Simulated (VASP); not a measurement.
Method: r2SCAN meta-GGA, VASP's PBE PAW potentials (set 64) (plane waves; VASP).

Input for VASP

POSCAR:
```
Gd
5.6398710
  0.3277009881  -0.5675947208   0.0000000000
  0.3277009881   0.5675947208   0.0000000000
  0.0000000000   0.0000000000   0.9999999483
Gd
2
Cartesian
  0.3277009881   0.1891986187   0.2499999871
  0.3277009881  -0.1891986187   0.7145381573
```

File KPOINTS:
```
Automatic mesh
0
Gamma
10 10 6
0 0 0
```

**INCAR**
```
ALGO = Normal
EDIFF = 1E-7
ENCUT = 480
ISIF = 2
ISMEAR = 1
LASPH = T
LCHARG = F
LMAXMIX = 6
LMIXTAU = T
LREAL = F
LWAVE = F
METAGGA = R2SCAN
NELM = 100
PREC = Accurate
SIGMA = 0.1
SYSTEM = Gd
```

POTCAR, in this order: Gd_3 (PBE.64 set). Program: vasp_std.

The run wrote:

### OSZICAR
```
       N       E                     dE             d eps       ncg     rms          rms(c)
DAV:   1    -0.144324307290E+02   -0.14432E+02   -0.89098E+03  1872   0.120E+03
DAV:   2    -0.617206877416E+02   -0.47288E+02   -0.46121E+02  2052   0.237E+02
DAV:   3    -0.637412988318E+02   -0.20206E+01   -0.19159E+01  2567   0.285E+01
DAV:   4    -0.637981039094E+02   -0.56805E-01   -0.55700E-01  2623   0.454E+00
DAV:   5    -0.638011702136E+02   -0.30663E-02   -0.30568E-02  3046   0.609E-01    0.263E+01
DAV:   6    -0.614654738959E+02    0.23357E+01   -0.72916E-01  2387   0.739E+00    0.143E+01
DAV:   7    -0.600435459311E+02    0.14219E+01   -0.59536E-01  2282   0.728E+00    0.490E-01
DAV:   8    -0.610565615648E+02   -0.10130E+01   -0.61531E-01  2197   0.645E+00    0.402E+00
DAV:   9    -0.610738687193E+02   -0.17307E-01   -0.39544E-02  2722   0.185E+00    0.255E+00
DAV:  10    -0.610711684358E+02    0.27003E-02   -0.40866E-03  2788   0.337E-01    0.274E+00
DAV:  11    -0.611200034988E+02   -0.48835E-01   -0.39220E-02  2002   0.207E+00    0.304E+00
DAV:  12    -0.611167664099E+02    0.32371E-02   -0.39797E-02  1997   0.188E+00    0.370E-01
DAV:  13    -0.611262582525E+02   -0.94918E-02   -0.84407E-03  2037   0.827E-01    0.922E-01
DAV:  14    -0.611279394181E+02   -0.16812E-02   -0.42711E-04  2467   0.223E-01    0.820E-01
DAV:  15    -0.611279534159E+02   -0.13998E-04   -0.31584E-05  2344   0.541E-02    0.805E-01
DAV:  16    -0.611278146127E+02    0.13880E-03   -0.25246E-03  1992   0.503E-01    0.132E-01
DAV:  17    -0.611279987823E+02   -0.18417E-03   -0.25795E-04  2367   0.146E-01    0.151E-01
DAV:  18    -0.611280394148E+02   -0.40632E-04   -0.16029E-05  2410   0.322E-02    0.142E-01
DAV:  19    -0.611280696159E+02   -0.30201E-04   -0.51340E-05  2017   0.751E-02    0.753E-02
DAV:  20    -0.611280766089E+02   -0.69930E-05   -0.10082E-05  2047   0.283E-02    0.255E-02
DAV:  21    -0.611280795695E+02   -0.29606E-05   -0.22000E-06  2147   0.171E-02    0.282E-02
DAV:  22    -0.611280851566E+02   -0.55872E-05   -0.44309E-06  1922   0.189E-02    0.841E-03
DAV:  23    -0.611280816749E+02    0.34817E-05   -0.83441E-07  2107   0.876E-03    0.606E-03
DAV:  24    -0.611280826422E+02   -0.96724E-06   -0.32284E-07  2102   0.608E-03    0.190E-03
DAV:  25    -0.611280826700E+02   -0.27815E-07   -0.92648E-08  1320   0.299E-03
   1 F= -.61128083E+02 E0= -.61127599E+02  d E =-.145114E-02
```

OUTCAR:
```
------------------------ aborting loop because EDIFF is reached ----------------------------------------
  FORCE on cell =-STRESS in cart. coord.  units (eV):
  Direction    XX          YY          ZZ          XY          YZ          ZX
  --------------------------------------------------------------------------------------
  Total       -0.1406617     -0.1406616      0.4931082      0.0000000      0.0000000      0.0000000
  in kB       -3.3770128     -3.3770123     11.8385684      0.0000000      0.0000000      0.0000000
  external PRESSURE =       1.6948478 kB  Pullay stress =       0.0000000 kB
  volume of cell :       66.73
      direct lattice vectors                 reciprocal lattice vectors
     1.848191300 -3.201161006  0.000000000     0.270534766 -0.156193331  0.000000000
     1.848191300  3.201161006  0.000000000     0.270534766  0.156193331  0.000000000
     0.000000000  0.000000000  5.639870709     0.000000000  0.000000000  0.177309029
 POSITION                                       TOTAL-FORCE (eV/Angst)
 -----------------------------------------------------------------------------------
      1.84819      1.06706      1.40997         0.000000      0.000000     -0.809133
      1.84819     -1.06706      4.02990        -0.000000     -0.000000      0.809133
 -----------------------------------------------------------------------------------
    total drift:                               -0.000000      0.000092     -0.000008
  FREE ENERGIE OF THE ION-ELECTRON SYSTEM (eV)
  ---------------------------------------------------
  free  energy   TOTEN  =       -61.1280826700 eV

  energy  without entropy=      -61.1266315318  energy(sigma->0) =      -61.12759896
```
(Selected blocks of OUTCAR.)

The 4f electrons are frozen in the core of the lanthanide potential, so 4f levels, which can set the real gap, and their magnetism are missing.

The compound is Gd in the hcp structure. This cell was strained or had an atom moved on purpose.
